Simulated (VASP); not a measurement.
Computed with RPBE GGA, VASP's PBE PAW potentials (set 64) (plane waves; VASP 6.6.1).

Input for VASP

### POSCAR
```
Dy
1.0
  1.8770114824  -3.2510790347   0.0000000000
  1.8770114824   3.2510790347   0.0000000000
  0.0000000000   0.0000000000   5.7910001984
Dy
2
Cartesian
  1.8770114824   1.0836951790   1.4477500496
  1.8770114824  -1.0836951790   4.3432501488
```

**KPOINTS**
```
Automatic mesh
0
Gamma
11 11 7
0 0 0
```

**INCAR**
```
! general
SYSTEM =Dy
PREC   =Accurate
ENCUT  =520
LREAL  =.False.   ! projection in real space or not
LASPH  =.True.   ! aspherical one-centre terms

! electronic loop
EDIFF  =1E-7   ! SCF stop (eV)
NELM   =100   ! most electronic steps
ALGO   =Normal   ! blocked Davidson
LMAXMIX=6   ! l cut-off of mixed one-centre charges

! smearing
ISMEAR =1
SIGMA  =0.1

! functional
GGA    =RP   ! RPBE

! ions
IBRION =2   ! conjugate gradients
NSW    =30   ! most ionic steps
ISIF   =4
EDIFFG =-0.01   ! ionic stop

! output
LWAVE  =.False.
LCHARG =.False.
```

POTCAR, in this order: Dy_3 (PBE.64 set). Program: vasp_std.

The run wrote:

**OSZICAR**
```
       N       E                     dE             d eps       ncg     rms          rms(c)
DAV:   1     0.478158435809E+02    0.47816E+02   -0.87714E+03  1664   0.122E+03
DAV:   2    -0.508450234251E+01   -0.52900E+02   -0.52089E+02  1689   0.303E+02
DAV:   3    -0.822938754883E+01   -0.31449E+01   -0.29491E+01  2330   0.399E+01
DAV:   4    -0.835572403254E+01   -0.12634E+00   -0.12411E+00  2198   0.837E+00
DAV:   5    -0.836093387336E+01   -0.52098E-02   -0.51983E-02  2429   0.112E+00    0.225E+01
DAV:   6    -0.836019839339E+01    0.73548E-03   -0.30616E-02  2499   0.163E+00    0.135E+01
DAV:   7    -0.836972725660E+01   -0.95289E-02   -0.58545E-02  2520   0.229E+00    0.251E-01
DAV:   8    -0.836951924308E+01    0.20801E-03   -0.31216E-03  2109   0.468E-01    0.590E-02
DAV:   9    -0.836955894858E+01   -0.39705E-04   -0.23781E-04  2276   0.143E-01    0.345E-02
DAV:  10    -0.836955095601E+01    0.79926E-05   -0.53682E-05  2305   0.568E-02    0.539E-02
DAV:  11    -0.836955256956E+01   -0.16136E-05   -0.88449E-06  2054   0.240E-02    0.155E-03
DAV:  12    -0.836955283538E+01   -0.26581E-06   -0.54881E-07  2225   0.719E-03    0.294E-03
DAV:  13    -0.836955271453E+01    0.12085E-06   -0.37801E-08  1272   0.170E-03    0.224E-04
DAV:  14    -0.836955271547E+01   -0.94474E-09   -0.68200E-09  1242   0.952E-04
   1 F= -.83695527E+01 E0= -.83688993E+01  d E =-.836955E+01
       N       E                     dE             d eps       ncg     rms          rms(c)
DAV:   1    -0.837045365537E+01   -0.90094E-03   -0.33656E-02  1684   0.139E+00    0.125E-01
DAV:   2    -0.837005336261E+01    0.40029E-03   -0.68786E-04  2209   0.273E-01    0.684E-02
DAV:   3    -0.836985470572E+01    0.19866E-03   -0.22553E-04  2112   0.128E-01    0.338E-02
DAV:   4    -0.836985634195E+01   -0.16362E-05   -0.49801E-05  2456   0.540E-02    0.183E-02
DAV:   5    -0.836985650349E+01   -0.16155E-06   -0.11124E-06  2135   0.838E-03    0.708E-03
DAV:   6    -0.836985631978E+01    0.18372E-06   -0.21459E-07  1803   0.407E-03    0.102E-03
DAV:   7    -0.836985629662E+01    0.23154E-07   -0.27095E-08  1017   0.171E-03
   2 F= -.83698563E+01 E0= -.83692422E+01  d E =-.303581E-03
       N       E                     dE             d eps       ncg     rms          rms(c)
DAV:   1    -0.837031008022E+01   -0.45376E-03   -0.21249E-02  1664   0.110E+00    0.990E-02
DAV:   2    -0.837005667631E+01    0.25340E-03   -0.43496E-04  2204   0.217E-01    0.545E-02
DAV:   3    -0.836993087072E+01    0.12581E-03   -0.14258E-04  2097   0.102E-01    0.273E-02
DAV:   4    -0.836993189469E+01   -0.10240E-05   -0.31655E-05  2426   0.430E-02    0.147E-02
DAV:   5    -0.836993197837E+01   -0.83679E-07   -0.68169E-07  2080   0.656E-03
   3 F= -.83699320E+01 E0= -.83693490E+01  d E =-.379263E-03
```

### OUTCAR
```
------------------------ aborting loop because EDIFF is reached ----------------------------------------
  FORCE on cell =-STRESS in cart. coord.  units (eV):
  Direction    XX          YY          ZZ          XY          YZ          ZX
  --------------------------------------------------------------------------------------
  Total       -0.8877599     -0.8877598     -0.8816466      0.0000000      0.0000000      0.0000000
  in kB      -20.1246387    -20.1246362    -19.9860557      0.0000000      0.0000000      0.0000000
  external PRESSURE =     -20.0784435 kB  Pullay stress =       0.0000000 kB
  volume of cell :       70.68
      direct lattice vectors                 reciprocal lattice vectors
     1.872638326 -3.243504525 -0.000000000     0.267002973 -0.154154248 -0.000000000
     1.872638326  3.243504525  0.000000000     0.267002973  0.154154248 -0.000000000
     0.000000000 -0.000000000  5.818079093    -0.000000000 -0.000000000  0.171878035
 POSITION                                       TOTAL-FORCE (eV/Angst)
 -----------------------------------------------------------------------------------
      1.87264      1.08117      1.45452        -0.000000      0.000000      0.000000
      1.87264     -1.08117      4.36356         0.000000     -0.000000     -0.000000
 -----------------------------------------------------------------------------------
    total drift:                                0.000000      0.000111     -0.000010
  FREE ENERGIE OF THE ION-ELECTRON SYSTEM (eV)
  ---------------------------------------------------
  free  energy   TOTEN  =        -8.3699319784 eV

  energy  without entropy=       -8.3681829084  energy(sigma->0) =       -8.36934896

 reached required accuracy - stopping structural energy minimisation
```
(Selected blocks of OUTCAR.)

CONTCAR:
```
Dy
   1.00000000000000
     1.8726383264014785   -3.2435045246259624   -0.0000000000000000
     1.8726383264014785    3.2435045246259624    0.0000000000000000
     0.0000000000000000   -0.0000000000000000    5.8180790930016215
  Dy
     2
Direct
     0.3333330000000032    0.6666669999999968    0.2500000000000000
     0.6666669999999968    0.3333330000000032    0.7500000000000000
```

File OUTCAR:
```
 val. band max:        2.7020721500   @ k =   0.2727   0.2727   0.2857

 cond. band min:       2.7177145528   @ k =   0.1818   0.1818   0.1429


 Fermi energy:         2.7105372518

 k-point     1 :       0.0000    0.0000    0.0000
  band No.  band energies     occupation
      1     -21.1172      2.00000
      2     -20.7373      2.00000
      3     -20.7373      2.00000
      4     -20.6573      2.00000
      5     -20.6573      2.00000
      6     -20.6120      2.00000
      7      -2.1830      2.00000
      8       0.7594      2.00000
      9       3.6286     -0.00000
     10       4.4431     -0.00000
     11       4.4431     -0.00000
     12       4.8370      0.00000
     13       5.0704      0.00000

 k-point     2 :       0.0909    0.0000    0.0000
  band No.  band energies     occupation
      1     -21.1052      2.00000
      2     -20.7605      2.00000
      3     -20.7455      2.00000
      4     -20.6820      2.00000
      5     -20.6603      2.00000
      6     -20.6181      2.00000
      7      -2.0115      2.00000
      8       0.9257      2.00000
      9       3.4541     -0.00000
     10       4.0500     -0.00000
     11       4.6054     -0.00000
     12       4.8656      0.00000
     13       5.1279      0.00000

 k-point     3 :       0.1818    0.0000    0.0000
  band No.  band energies     occupation
      1     -21.0709      2.00000
      2     -20.8229      2.00000
      3     -20.7667      2.00000
      4     -20.7466      2.00000
      5     -20.6691      2.00000
      6     -20.6365      2.00000
      7      -1.5213      2.00000
      8       1.3633      2.00000
      9       3.0329     -0.00005
     10       3.4572     -0.00000
     11       4.4394     -0.00000
     12       4.8538      0.00000
     13       4.9419      0.00000

 k-point     4 :       0.2727    0.0000    0.0000
  band No.  band energies     occupation
      1     -21.0200      2.00000
      2     -20.9052      2.00000
      3     -20.8279      2.00000
...
```

The 4f electrons are frozen in the core of the lanthanide potential, so 4f levels, which can set the real gap, and their magnetism are missing.

The compound is Dy in the hcp structure. This cell is one point of a volume scan, at 1.06 of the reference volume. Symmetry was kept, so distortions that lower it aren't found.
